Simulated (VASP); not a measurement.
**Ir (relaxed from the diamond structure, space group Fd-3m): computed properties**

Computed with PBEsol GGA, VASP's PBE PAW potentials (set 64) (plane waves; VASP).

| Quantity | Result |
|---|---|
| space group | Fd-3m (227) |
| cell | a = 5.503 Å, b = 5.503 Å, c = 5.503 Å, α = 90.00°, β = 90.00°, γ = 90.00° |
| volume per atom | 20.83 Å^3/atom |
| band gap (over mesh and band path) | none (metal, semimetal or under 0.01 eV) |
| density | 15.32 g/cm³ |

```
Ir
1.0
    0.00000     2.75165     2.75165
    2.75165     0.00000     2.75165
    2.75165     2.75165     0.00000
Ir
2
Direct
  0.75000   0.75000   0.75000
  0.50000   0.50000   0.50000
```

Unless said otherwise, spin-orbit coupling is left out, though it shifts the bands of the heavy elements here.

The structure was generated: Ir was put into the diamond type (Fd-3m), which need not be its known phase. It was relaxed first, which changed the volume by +12 %. Symmetry was kept, so distortions that lower it aren't found.
